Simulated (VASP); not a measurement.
# LuNb4 (Im-3m) in VASP: notebook

One crystal, LuNb4, is run at these levels: PBE; tasks: single point, relaxation of cell and atoms.

Everything below comes from runs of VASP 6.6.1. Logs are shortened: lines on timing, memory, paths and dates and some standing lists are left out, and cuts for length are marked.

## 1. The cell of the first run

Symmetry: Im-3m, No. 229, cubic system. Conventional cell: a = 5.568 Å, b = 5.568 Å, c = 5.568 Å, α = 90.00°, β = 90.00°, γ = 90.00°. Lu (site symmetry m-3m) is surrounded by 8 Nb at 2.41 Å. Around Nb (site symmetry -3m) lie 2 Lu at 2.41 Å.

The cell was built by a generator and needn't be a form met in nature.

## 2. Single point, PBE (species swapped into the MnGa4 type (Im-3m, No. 229))

Input file INCAR:

```
SYSTEM = LuNb4
PREC = Accurate
ENCUT = 520
EDIFF = 1E-6
ISMEAR = 0
SIGMA = 0.1
LREAL = .False.
LASPH = .True.
NELM = 100
ALGO = Normal
ISIF = 2
LWAVE = .False.
LCHARG = .True.
GGA = PE
LELF = .True.
LVHAR = .True.
NBANDS = 46
```

Input file KPOINTS:

```
Automatic mesh
0
Gamma
  4 4 4
  0 0 0
```

Input file POSCAR:

```
LuNb4
1.0
   -2.7839135200      2.7839135200      2.7839135200
    2.7839135200     -2.7839135200      2.7839135200
    2.7839135200      2.7839135200     -2.7839135200
Lu Nb
1 4
Direct
    0.0000000000      0.0000000000      0.0000000000
    0.0000000000      0.0000000000      0.5000000000
    0.0000000000      0.5000000000      0.0000000000
    0.5000000000      0.0000000000      0.0000000000
    0.5000000000      0.5000000000      0.5000000000
```

Potentials or basis: VASP PAW PBE potentials, release 64 (Lu, Nb_sv).

The run is started by

```
cat potpaw_PBE.64/Lu/POTCAR potpaw_PBE.64/Nb_sv/POTCAR > POTCAR
mpirun -np 1 vasp_std > vasp.out
```

OUTCAR:

```text
SYSTEM = LuNb4
   PREC = Accurate
   ENCUT = 520
   EDIFF = 1E-6
   ISMEAR = 0
   LREAL = .False.
   LASPH = .True.
   NELM = 100
   ISIF = 2
   GGA = PE

 ion  position               nearest neighbor table
   1  0.000  0.000  0.000-   2 2.41   3 2.41   4 2.41   5 2.41   2 2.41   3 2.41   4 2.41   5 2.41

   2  0.000  0.000  0.500-   1 2.41   1 2.41   4 2.78   5 2.78   3 2.78   3 2.78   4 2.78   5 2.78

   3  0.000  0.500  0.000-   1 2.41   1 2.41   4 2.78   5 2.78   2 2.78   2 2.78   5 2.78   4 2.78

   4  0.500  0.000  0.000-   1 2.41   1 2.41   3 2.78   5 2.78   5 2.78   2 2.78   2 2.78   3 2.78

   5  0.500  0.500  0.500-   1 2.41   1 2.41   3 2.78   4 2.78   4 2.78   3 2.78   2 2.78   2 2.78

  LATTYP: Found a body centered cubic cell.
 ALAT       =     5.5678270400

  Lattice vectors:

 A1 = (  -2.7839135200,   2.7839135200,   2.7839135200)
 A2 = (   2.7839135200,  -2.7839135200,   2.7839135200)
 A3 = (   2.7839135200,   2.7839135200,  -2.7839135200)

Analysis of symmetry for initial positions (statically):
=====================================================================
 Subroutine PRICEL returns:
 Original cell was already a primitive cell.

 Routine SETGRP: Setting up the symmetry group for a
 body centered cubic supercell.

 Subroutine GETGRP returns: Found 48 space group operations
 (whereof 48 operations were pure point group operations)
 out of a pool of 48 trial point group operations.

The static configuration has the point symmetry O_h .

Analysis of symmetry for dynamics (positions and initial velocities):
=====================================================================
 Subroutine PRICEL returns:
 Original cell was already a primitive cell.

 Routine SETGRP: Setting up the symmetry group for a
 body centered cubic supercell.

 Subroutine GETGRP returns: Found 48 space group operations
 (whereof 48 operations were pure point group operations)
 out of a pool of 48 trial point group operations.

The dynamic configuration has the point symmetry O_h .

 Subroutine INISYM returns: Found 48 space group operations
 (whereof 48 operations are pure point group operations),
 and found     1 'primitive' translations

----------------------------------------------------------------------------------------

                                     Primitive cell

  volume of cell :      86.3033

  direct lattice vectors                    reciprocal lattice vectors
    -2.783913520  2.783913520  2.783913520     0.000000000  0.179603280  0.179603280
     2.783913520 -2.783913520  2.783913520     0.179603280  0.000000000  0.179603280
     2.783913520  2.783913520 -2.783913520     0.179603280  0.179603280  0.000000000

  length of vectors
     4.821879661  4.821879661  4.821879661     0.253997395  0.253997395  0.253997395

  position of ions in fractional coordinates (direct lattice)
     0.000000000  0.000000000  0.000000000
     0.000000000  0.000000000  0.500000000
     0.000000000  0.500000000  0.000000000
     0.500000000  0.000000000  0.000000000
     0.500000000  0.500000000  0.500000000

  ion indices of the primitive-cell ions
   primitive index   ion index
                 1           1
                 2           2
                 3           3
                 4           4
                 5           5

----------------------------------------------------------------------------------------

 KPOINTS: Automatic mesh

Automatic generation of k-mesh.
 Grid dimensions read from file:
 generate k-points for:    4    4    4

 Generating k-lattice:

  Cartesian coordinates                     Fractional coordinates (reciprocal lattice)
     0.000000000  0.044900820  0.044900820     0.250000000  0.000000000  0.000000000
     0.044900820  0.000000000  0.044900820     0.000000000  0.250000000  0.000000000
     0.044900820  0.044900820  0.000000000     0.000000000  0.000000000  0.250000000

  Length of vectors
     0.063499349  0.063499349  0.063499349

  Shift w.r.t. Gamma in fractional coordinates (k-lattice)
     0.000000000  0.000000000  0.000000000

 Subroutine IBZKPT returns following result:
 ===========================================

 Found      8 irreducible k-points:

 Following reciprocal coordinates:
            Coordinates               Weight
  0.000000  0.000000  0.000000      1.000000
  0.250000  0.000000  0.000000     12.000000
  0.500000  0.000000  0.000000      6.000000
  0.250000  0.250000  0.000000     24.000000
  0.250000  0.250000  0.250000      2.000000
 -0.250000  0.250000  0.250000      6.000000
  0.500000  0.500000  0.250000     12.000000
  0.500000  0.500000  0.500000      1.000000
   k-points           NKPTS =      8   k-points in BZ     NKDIM =      8   number of bands    NBANDS=     46
   number of dos      NEDOS =    301   number of ions     NIONS =      5
   total plane-waves  NPLWV =  46656
   dimension x,y,z NGX =    36 NGY =   36 NGZ =   36
   dimension x,y,z NGXF=    72 NGYF=   72 NGZF=   72
   ions per type =               1   4
   NGX,Y,Z   is equivalent  to a cutoff of  12.41, 12.41, 12.41 a.u.
   NGXF,Y,Z  is equivalent  to a cutoff of  24.82, 24.82, 24.82 a.u.
 SYSTEM =  LuNb4
   PREC   = accura    normal or accurate (medium, high low for compatibility)
   ISTART =      0    job   : 0-new  1-cont  2-samecut
   ICHARG =      2    charge: 1-file 2-atom 10-const
   ISPIN  =      1    spin polarized calculation?
   LNONCOLLINEAR =      F non collinear calculations
   LSORBIT =      F    spin-orbit coupling
   LASPH  =      T    aspherical Exc in radial PAW
   ENCUT  =  520.0 eV  38.22 Ry    6.18 a.u.   8.97  8.97  8.97*2*pi/ulx,y,z
   NELM   =    100;   NELMIN=  2; NELMDL= -5     # of ELM steps
   EDIFF  = 0.1E-05   stopping-criterion for ELM
   LREAL  =      F    real-space projection
   EDIFFG = 0.1E-04   stopping-criterion for IOM
   NSW    =      0    number of steps for IOM
   IBRION =     -1    ionic relax: 0-MD 1-quasi-New 2-CG
   NFREE  =      0    steps in history (QN), initial steepest desc. (CG)
   ISIF   =      2    stress and relaxation
   ISYM   =      2    0-nonsym 1-usesym 2-fastsym
   POTIM  = 0.5000    time-step for ionic-motion
   TEBEG  =    0.0;   TEEND  =   0.0 temperature during run
   PSTRESS=    0.0 pullay stress
   NELECT =      77.0000    total number of electrons
   NUPDOWN=      -1.0000    fix difference up-down
   EMIN   =  10.00;   EMAX   =-10.00  energy-range for DOS
   EFERMI =   0.00;   METHOD = LEGACY
   ISMEAR =     0;   SIGMA  =   0.10  broadening in eV -4-tet -1-fermi 0-gaus
   EFERMI_NEDOS =   21; number of points for ismear=-14 and -15
   IALGO  =     38    algorithm
   IMIX   =      4    mixing-type and parameters
     AMIX     =   0.40;   BMIX     =  1.00
     AMIX_MAG =   1.60;   BMIX_MAG =  1.00
  volume/ion in A,a.u.               =      17.26       116.48
  Fermi-wavevector in a.u.,A,eV,Ry     =   1.576023  2.978252 33.794829  2.483850
  Thomas-Fermi vector in A             =   2.676919
   LORBIT       =      0    0 simple, 1 ext, 2 COOP (PROOUT), +10 PAW based schemes
   GGA     = PE    functional components
   LHFCALC =     F    Hartree Fock is set to
   AEXX    =    0.0000 exact exchange contribution
   IVDW    =     0    specifies the selected vdW correction
   LEPSILON=     F    determine dielectric tensor
   LRPA    =     F    only Hartree local field effects (RPA)
 non-spin polarized calculation
 Gauss-broadening in eV      SIGMA  =   0.10
  energy-cutoff  :      520.00
  volume of cell :       86.30
 maximum number of plane-waves:      2382
   NGX = 17   NGY = 17   NGZ = 17

 number of electron      77.0000011 magnetization

 Free energy of the ion-electron system (eV)
  ---------------------------------------------------
  ext. energy  EPLUGINS =         0.00000000
  ---------------------------------------------------
  free energy    TOTEN  =       -33.63971347 eV

  energy without entropy =      -33.60787335  energy(sigma->0) =      -33.62379341

 E-fermi :  10.1708     XC(G=0): -12.6618

 val. band max:       10.1585664328   @ k =   0.2500   0.2500   0.2500
 cond. band min:      10.1724426404   @ k =   0.5000   0.0000   0.0000
 fundamental gap:      0.0138762077
 Fermi energy:        10.1708463831

 k-point     1 :       0.0000    0.0000    0.0000
  band No.  band energies     occupation
      1     -45.3461      2.00000
      2     -44.1333      2.00000
      3     -44.1333      2.00000
      4     -44.1333      2.00000
      5     -44.0037      2.00000
      6     -21.8648      2.00000
[... 38 lines left out ...]
     45      14.3618      0.00000
     46      15.3208      0.00000

 k-point     2 :       0.2500    0.0000    0.0000
  band No.  band energies     occupation
      1     -45.2675      2.00000
      2     -44.1925      2.00000
      3     -44.1354      2.00000
      4     -44.1345      2.00000
      5     -44.0408      2.00000
      6     -21.8102      2.00000
[... 38 lines left out ...]
     45      13.3181      0.00000
     46      13.8123      0.00000

 k-point     3 :       0.5000    0.0000    0.0000
  band No.  band energies     occupation
      1     -45.1726      2.00000
      2     -44.2896      2.00000
      3     -44.1374      2.00000
      4     -44.1356      2.00000
      5     -44.0561      2.00000
      6     -21.7551      2.00000
[... 38 lines left out ...]
     45      12.6916      0.00000
     46      12.8887      0.00000

 k-point     4 :       0.2500    0.2500    0.0000
  band No.  band energies     occupation
      1     -45.1732      2.00000
      2     -44.2507      2.00000
      3     -44.2121      2.00000
      4     -44.1155      2.00000
      5     -44.0398      2.00000
      6     -21.6194      2.00000
[... 38 lines left out ...]
     45      12.8108      0.00000
     46      12.8900      0.00000

 k-point     5 :       0.2500    0.2500    0.2500
  band No.  band energies     occupation
      1     -45.1607      2.00000
      2     -44.2134      2.00000
      3     -44.2134      2.00000
      4     -44.2134      2.00000
      5     -43.9930      2.00000
      6     -21.1660      2.00000
[... 38 lines left out ...]
     45      11.2471      0.00000
     46      11.7032      0.00000

 k-point     6 :      -0.2500    0.2500    0.2500
  band No.  band energies     occupation
      1     -45.1863      2.00000
      2     -44.2109      2.00000
      3     -44.2109      2.00000
      4     -44.1201      2.00000
      5     -44.0608      2.00000
      6     -21.5920      2.00000
[... 38 lines left out ...]
     45      12.7630      0.00000
     46      13.5687      0.00000

 k-point     7 :       0.5000    0.5000    0.2500
  band No.  band energies     occupation
      1     -45.0862      2.00000
      2     -44.2883      2.00000
      3     -44.2428      2.00000
      4     -44.1593      2.00000
      5     -44.0307      2.00000
      6     -21.4916      2.00000
[... 38 lines left out ...]
     45      12.7813      0.00000
     46      13.1060      0.00000

 k-point     8 :       0.5000    0.5000    0.5000
  band No.  band energies     occupation
      1     -44.9752      2.00000
      2     -44.2870      2.00000
      3     -44.2870      2.00000
      4     -44.2870      2.00000
      5     -43.9870      2.00000
      6     -21.2925      2.00000
[... 38 lines left out ...]
     45      12.3467      0.00000
     46      14.0114      0.00000

------------------------ aborting loop because EDIFF is reached ----------------------------------------

  FORCE on cell =-STRESS in cart. coord.  units (eV):
  Direction    XX          YY          ZZ          XY          YZ          ZX
  --------------------------------------------------------------------------------------
  -------------------------------------------------------------------------------------
  Total       24.5764754     24.5764754     24.5764754     -0.0000000      0.0000000      0.0000000
  in kB      456.2500979    456.2500979    456.2500979     -0.0000000      0.0000000      0.0000000
  external PRESSURE =     456.2500979 kB  Pullay stress =       0.0000000 kB

 VOLUME and BASIS-vectors are now :
 -----------------------------------------------------------------------------
  energy-cutoff  :      520.00
  volume of cell :       86.30
      direct lattice vectors                 reciprocal lattice vectors
    -2.783913520  2.783913520  2.783913520     0.000000000  0.179603280  0.179603280
     2.783913520 -2.783913520  2.783913520     0.179603280  0.000000000  0.179603280
     2.783913520  2.783913520 -2.783913520     0.179603280  0.179603280  0.000000000

 POSITION                                       TOTAL-FORCE (eV/Angst)
 -----------------------------------------------------------------------------------
      0.00000      0.00000      0.00000         0.000000     -0.000000      0.000000
      1.39196      1.39196     -1.39196        -0.000000     -0.000000     -0.000000
      1.39196     -1.39196      1.39196         0.000000     -0.000000     -0.000000
     -1.39196      1.39196      1.39196        -0.000000      0.000000      0.000000
      1.39196      1.39196      1.39196        -0.000000      0.000000     -0.000000
 -----------------------------------------------------------------------------------
    total drift:                               -0.000000     -0.000000      0.000000

  FREE ENERGIE OF THE ION-ELECTRON SYSTEM (eV)
  ---------------------------------------------------
  free  energy   TOTEN  =       -33.6397134680 eV

  energy  without entropy=      -33.6078733510  energy(sigma->0) =      -33.62379341
```

Wall time 32 s (1 thread of Intel Xeon 6975P-C (Granite Rapids), shared host); peak memory 0.21 GiB.

What came out:

| Quantity | Value |
| --- | --- |
| Free energy | -33.6397 eV |
| Pressure | 45.6 GPa |
| Band gap on the k mesh | none (metal or under the smearing width) |

Caveat: the k mesh is coarse (spacing up to 0.40 Å⁻¹), so the values aren't converged; a pressure of tens of GPa on the cell as given is suspect, and the run, the potentials or the cell itself is likely at fault. Spin-orbit coupling is left out, which matters for the levels of Lu.

## 3. Relaxation of cell and atoms, PBE (species swapped into the MnGa4 type (Im-3m, No. 229))

Input file INCAR:

```
  PREC = Accurate
  ENCUT = 600
  EDIFF = 1E-6
  ISMEAR = 0
  SIGMA = 0.1
  LREAL = F
  LASPH = T
  NELM = 60
  ALGO = Normal
  ISIF = 3
  LWAVE = F
  LCHARG = F
  GGA = PE
  IBRION = 2
  NSW = 90
  EDIFFG = -0.04
```

Input file KPOINTS:

```
regular mesh
0
Gamma
  4 4 4
```

POSCAR is that of step 2.

Potentials or basis: VASP PAW PBE potentials, release 64 (Lu, Nb_sv).

The run is started by

```
cat potpaw_PBE.64/Lu/POTCAR potpaw_PBE.64/Nb_sv/POTCAR > POTCAR
mpirun -np 1 vasp_std > vasp.out
```

Run time: 4.5 min. Hardware: 1 thread of Intel Xeon 6975P-C (Granite Rapids), shared host; peak memory 0.26 GiB.

The run converged. Its results:

| Item | Value |
| --- | --- |
| Free energy | -36.7803 eV |
| Relaxed volume | 23.02 Å³/atom |
| Relaxed cell | a = 5.307 Å, b = 5.307 Å, c = 5.307 Å, α = 109.47°, β = 109.47°, γ = 109.47° |
| Space group after relaxing (to 0.05 Å) | Im-3m (No. 229) |
| Energy gained by relaxing | 627.7 meV/atom |
| Ionic steps | 5 |
| Pressure after relaxing | 0.2 GPa |
| Band gap on the k mesh | none (metal or under the smearing width) |

The path:
```
step  energy change (eV)  largest force (eV/Å)  pressure (GPa)  volume (Å³)
   1              0.0000                0.0000           45.73        86.30
   2             -0.1340                0.0000          -15.19       163.62
   3             -3.1314                0.0000           -1.27       117.19
   4             -3.1379                0.0000           -0.54       115.96
   5             -3.1386                0.0000            0.21       115.08
```

Final structure:
```
Lu Nb
1.0
    -3.06418    3.06418    3.06418
     3.06418   -3.06418    3.06418
     3.06418    3.06418   -3.06418
Lu Nb
1 4
Direct
  0.00000 0.00000 0.00000
  0.00000 0.00000 0.50000
  0.00000 0.50000 0.00000
  0.50000 0.00000 0.00000
  0.50000 0.50000 0.50000
```

Levels at points of the mesh, in eV from the Fermi level:
```tsv
k point	band 34	band 35	band 36	band 37	band 38	band 39	band 40	band 41	band 42	band 43
(0.00, 0.00, 0.00)	-2.59	-2.05	-2.05	0.26	0.26	0.26	1.63	1.63	1.63	2.95
(0.50, 0.00, 0.00)	-1.47	-1.10	-0.34	-0.14	-0.11	-0.08	-0.06	-0.02	0.48	0.72
(0.50, 0.50, 0.50)	-1.28	-1.28	-1.28	-0.80	-0.80	-0.18	1.26	1.26	1.26	1.27
```

Caveat: the k mesh is coarse (spacing up to 0.40 Å⁻¹), so the values aren't converged; the volume moved by over 15 % at a fixed basis, so the end points are rough. The run has no spin-orbit coupling, so splittings on Lu are missing.
